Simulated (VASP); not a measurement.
# AlNi (space group Pm-3m): computed properties

Computed with LDA (Ceperley-Alder, Perdew-Zunger), VASP's LDA PAW potentials (set 64) (plane waves; VASP).

| Item | Value |
|---|---|
| space group | Pm-3m (221) |
| cell | a = b = c = 2.8340 Å, α = β = γ = 90.00° |
| volume per atom | 11.38 Å³/atom |
| band gap (over mesh and band path) | none (metal, semimetal or under 0.01 eV) |
| density | 6.25 g/cm³ |

```cif
data_AlNi
_chemical_formula_sum 'Al1 Ni1'
_space_group_name_H-M_alt 'P 1'
_space_group_IT_number 1
_cell_length_a 2.83404
_cell_length_b 2.83404
_cell_length_c 2.83404
_cell_angle_alpha 90.000
_cell_angle_beta 90.000
_cell_angle_gamma 90.000
loop_
_space_group_symop_operation_xyz
  'x, y, z'
loop_
_atom_site_label
_atom_site_type_symbol
_atom_site_fract_x
_atom_site_fract_y
_atom_site_fract_z
_atom_site_occupancy
Al1 Al 0.50000 0.50000 0.50000 1
Ni1 Ni 0.00000 0.00000 0.00000 1
```

The structure comes from a computed database's AlNi entry (Pm-3m); how it stands against other phases isn't given here. It was relaxed first. Symmetry was kept, so distortions that lower it aren't found. The run is not spin-polarised, so no magnetic state was tried. The electron count is odd and the run is not spin-polarised, which forces a metal.
